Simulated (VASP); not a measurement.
Consider the following.

```xyz
3
Lattice="1.4927 -2.5854 0.0000 1.4927 2.5854 0.0000 0.0000 0.0000 3.3335" Properties=species:S:1:pos:R:3 pbc="T T T"
Mg     0.0000     0.0000     0.0000
B      1.4927     0.8618     1.6667
B      1.4927    -0.8618     1.6667
```

The numbers are results of PBE GGA, VASP's PBE PAW potentials (set 64) (plane waves; VASP), not measurements. Settings: 620 eV cut-off, 12×12×9 Γ-centred mesh, first-order Methfessel-Paxton smearing of 0.10 eV, potentials Mg B.

Energy and stress use the plane-wave basis of the starting cell.

Q: The ions, cell shape and volume at an external pressure of 30.0 GPa are relaxed. What does this cell relax into?

A: 
```xyz
3
Lattice="1.4754 -2.5554 0.0000 1.4754 2.5554 0.0000 0.0000 0.0000 3.2681" Properties=species:S:1:pos:R:3 pbc="T T T"
Mg     0.0000     0.0000     0.0000
B      1.4754     0.8518     1.6340
B      1.4754    -0.8518     1.6340
```
Space group P6/mmm (191), at a tolerance of 0.03 Å.

Q: How do energy and volume change from the first to the last step?

A: The energy (σ→0) changes by +56.0 meV/atom and the volume by -4.2 %, in 4 ionic steps.

The compound is MgB2 in the AlB2 type structure. This run relaxes it under an external pressure of 30 GPa. Symmetry was kept, so distortions that lower it aren't found.
